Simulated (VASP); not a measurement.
Runs of VASP 6.6.1 on Ge. Symmetry: Fd-3m, No. 227, cubic system. The conventional cell has a = 5.758 Å, b = 5.758 Å, c = 5.758 Å, α = 90.00°, β = 90.00°, γ = 90.00°. Ge (site symmetry -43m) is surrounded by 4 Ge at 2.49 Å. 

| task | cell | gap on the mesh (eV) |
| --- | --- | --- |
| single point | a relaxed cell with its volume scaled by 0.91 | (a) |
| single point | a relaxed cell with its volume scaled by 1.06 | none |
| single point | a relaxed cell with its volume scaled by 0.97 | none |
| single point | as given | none |
| single point | a relaxed cell with its volume scaled by 1.03 | none |
| single point | a relaxed cell with its volume scaled by 1.09 | none |
| single point | a relaxed cell with its volume scaled by 0.94 | 0.12 |

Alike in all rows: level PBE; potentials or basis VASP PAW PBE potentials, release 64 (Ge_d); no spin polarisation; k mesh 10 × 10 × 10; cutoff (eV) 350; smearing gaussian 0.02 eV.

Q: Fill in the values left out.

A: (a) 0.32.

Caveats: this crystal is a semiconductor, whose small gap the functional closes, so the metal is an error of the method (some runs).

A k mesh can miss the band edges, and the runs leave out spin-orbit coupling on Ge.

A gap of «none» marks a metal or a gap under the smearing width.
